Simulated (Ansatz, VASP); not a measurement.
## Two plane-wave programs on RbLiAlH4

```
Rb Li Al H
1.0
     0.00000    3.98985    3.98985
     3.98985    0.00000    3.98985
     3.98985    3.98985    0.00000
Rb Li Al H
1 1 1 4
Direct
  0.00000 0.00000 0.00000
  0.75000 0.75000 0.75000
  0.50000 0.50000 0.50000
  0.14226 0.61925 0.61925
  0.61925 0.14226 0.61925
  0.61925 0.61925 0.14226
  0.61925 0.61925 0.61925
```

Alike in both runs: functional PBE; k mesh 8 × 8 × 8; occupations gaussian, width 0.1 eV; no spin polarisation.

Ansatz relaxed the structure, and its values are those at the end. VASP's run is a single point on that final structure, the one shown.

```csv
,VASP,Ansatz
version,VASP 6.6.1,Ansatz 0.2.0
potentials or method,"VASP PAW PBE potentials, release 64 (Rb_sv, Li_sv, Al, H)","scalar-relativistic, plane waves, PAW"
plane-wave cutoff (eV),520,420
valence electrons in the cell,19,19
```

Ansatz gave:

- gap on the k mesh at the Fermi level (eV): none
- rms of the force components (eV/Å): 0.004

**Question.** What did VASP give for the same quantities?

**Answer.** gap on the k mesh at the Fermi level (eV): none; rms of the force components (eV/Å): 0.008.

A gap of «none» marks a metal or a gap that the smearing closes.
